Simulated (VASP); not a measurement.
Input:

```yaml
crystal:
  lattice:
    - [0.00000, 1.81905, 1.81905]
    - [1.81905, 0.00000, 1.81905]
    - [1.81905, 1.81905, 0.00000]
  atoms:
    - { symbol: Cu, position: [0.00000, 0.00000, 0.00000] }
```

All values below come from PBE GGA with D3 dispersion (Becke-Johnson damping), VASP's PBE PAW potentials (set 64) (plane waves; VASP). Settings: 520 eV cut-off, 17×17×17 Γ-centred mesh, first-order Methfessel-Paxton smearing of 0.10 eV, potentials Cu.

**Question.** Give the stress tensor in GPa (positive for a compressed cell).

**Answer.** 
```
-8.59   0.00   0.00
 0.00  -8.59   0.00
 0.00   0.00  -8.59
```
The pressure is its mean diagonal, -8.59 GPa.

The compound is Cu in the fcc structure. This cell is one point of a volume scan, at 1.06 of the reference volume.
